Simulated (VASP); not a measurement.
Here is a VASP 6.6.1 calculation.

INCAR

```
ALGO = Fast ; EDIFF = 1E-7
ENCUT = 520 ; GGA = PE
ISIF = 2 ; ISMEAR = 0
LASPH = T ; LCHARG = F
LREAL = F ; LWAVE = F
NBANDS = 21 ; NELM = 80
PREC = Accurate ; SIGMA = 0.1
```

The input KPOINTS:

```
k-points
0
Gamma
  9 9 8
```

POSCAR

```
Al4Si3
1.0
    5.3591175123      0.0000000000      0.0000000000
   -2.6795587562      4.6411319075      0.0000000000
    0.0000000000      0.0000000000      5.1948523433
Al Si
4 3
Direct
    0.0000000000      0.0000000000      0.0000000000
    0.5000000000      0.0000000000      0.5000000000
    0.0000000000      0.5000000000      0.5000000000
    0.5000000000      0.5000000000      0.5000000000
    0.5000000000      0.0000000000      0.0000000000
    0.0000000000      0.5000000000      0.0000000000
    0.5000000000      0.5000000000      0.0000000000
```

Potentials or basis: VASP PAW PBE potentials, release 64 (Al, Si).

Command:

```sh
$ cat potpaw_PBE.64/Al/POTCAR potpaw_PBE.64/Si/POTCAR > POTCAR
$ mpirun -np 1 vasp_std > vasp.out
```

(1) What does it give for the pressure?

(2) What does it give for the band gap on the k mesh?

Answers

(1) 0.0 GPa.

(2) none (metal or under the smearing width).
